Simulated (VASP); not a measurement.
Write the native input for VASP 6.6.1 that does the following.

* Task: single point
* Functional: PBEsol
* Potentials or basis: VASP PAW PBE potentials, release 64 (Ga_d, Sb, P)
* Cutoff: 520 eV
* k mesh: 4 × 4 × 4
* Occupations: gaussian, width 0.01 eV
* Spin: no spin polarisation
* Dipole correction: no
* Further INCAR settings: LREAL = Auto; ALGO = Fast; EDIFF = 1e-06; NBANDS = 86

The structure of Ga8Sb3P5 lies in POSCAR:

```
Ga8Sb3P5
1.0
    0.0132285926      5.7040481373      5.7040481373
    5.7040481373      0.0132285926      5.7040481373
    5.7040481373      5.7040481373      0.0132285926
Ga Sb P
8 3 5
Direct
   -0.0077561409     -0.0077561409     -0.0049810317
    0.0085849660      0.0085849660      0.5085849660
   -0.0146013944      0.5146872948      0.0146872948
   -0.0077561409      0.4950189683      0.4922438591
    0.5146872948     -0.0146013944      0.0146872948
    0.4950189683     -0.0077561409      0.4922438591
    0.4988784373      0.4988784373     -0.0011215627
    0.5146872948      0.5146872948      0.4853986056
    0.1248497945      0.1248497945      0.1240423107
    0.1248497945      0.6240423107      0.6248497945
    0.6240423107      0.1248497945      0.6248497945
    0.1259899612      0.1259899612      0.6259899612
    0.1231378178      0.6251622687      0.1251622687
    0.6251622687      0.1231378178      0.1251622687
    0.6250624989      0.6250624989      0.1250624989
    0.6251622687      0.6251622687      0.6231378178
```

The cell was built by a generator and needn't be a form met in nature.

The input as run:

INCAR

```
ALGO = Fast ; EDIFF = 1E-6
ENCUT = 520 ; GGA = PS
ISIF = 2 ; ISMEAR = 0
LASPH = True ; LCHARG = False
LREAL = Auto ; LWAVE = False
NBANDS = 86 ; NELM = 100
PREC = Accurate ; SIGMA = 0.01
```

KPOINTS

```
k-points
0
Gamma
  4 4 4
```

Potentials or basis: VASP PAW PBE potentials, release 64 (Ga_d, Sb, P).

Command:

```bash
$ cat potpaw_PBE.64/Ga_d/POTCAR potpaw_PBE.64/Sb/POTCAR potpaw_PBE.64/P/POTCAR > POTCAR
$ mpirun -np 1 vasp_std > vasp.out
```

Results of the run:

```json
{"Pressure": "0.1 GPa", "Largest force": "0.028 eV/Å", "Band gap on the k mesh": "none (metal or under the smearing width)"}
```

Caveat: the PAW data sets were made with another functional, which shifts forces and pressure a little.

Wall time 12 min on 1 thread of Intel(R) Xeon(R) Platinum 8488C (Sapphire Rapids), on a shared host, peak memory 0.63 GiB.
